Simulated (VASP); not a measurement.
Write the native input for VASP 6.6.1 that does the following.

```yaml
Task: relaxation of the atoms
Functional: LDA
Potentials_or_basis: VASP PAW LDA potentials, release 64 (In_d, As)
Cutoff: 600 eV
k_mesh: 10 × 10 × 10
Occupations: gaussian, width 0.03 eV
Spin: no spin polarisation
Further_INCAR_settings: ALGO = Normal; EDIFF = 1e-07; IBRION = 2; EDIFFG = -0.01; NSW = 40
```

The structure of InAs lies in POSCAR:

```
InAs                                    
1.0
    0.0000000000      2.9753151990      2.9753151990
    2.9753151990      0.0000000000      2.9753151990
    2.9753151990      2.9753151990      0.0000000000
  In              As            
     1     1
Direct
     0.0000000000000000    0.0000000000000000    0.0000000000000000
     0.2500000000000000    0.2500000000000000    0.2500000000000000
```

The cell isn't the ideal one: a relaxed cell with its volume scaled by 0.96.

One way to write it, as run:

INCAR

```
PREC = Accurate
ENCUT = 600
EDIFF = 1E-7
ISMEAR = 0
SIGMA = 0.03
LREAL = False
LASPH = True
NELM = 80
ALGO = Normal
ISIF = 2
LWAVE = False
LCHARG = False
IBRION = 2
NSW = 40
EDIFFG = -0.01
```

KPOINTS

```
Automatic mesh
0
Gamma
  10 10 10
```

Potentials or basis: VASP PAW LDA potentials, release 64 (In_d, As).

Command:

```sh
$ cat potpaw_LDA.64/In_d/POTCAR potpaw_LDA.64/As/POTCAR > POTCAR
$ mpirun -np 1 vasp_std > vasp.out
```

Results of the run:

| Quantity | Value |
| --- | --- |
| Pressure after relaxing | 2.7 GPa |
| Band gap on the k mesh | none (metal or under the smearing width) |

Caveat: the relaxation stopped at its first step, so nothing moved.

Wall time 24 s on 1 thread of Intel(R) Xeon(R) Platinum 8488C (Sapphire Rapids), with other jobs on the host, peak memory 0.2 GiB.
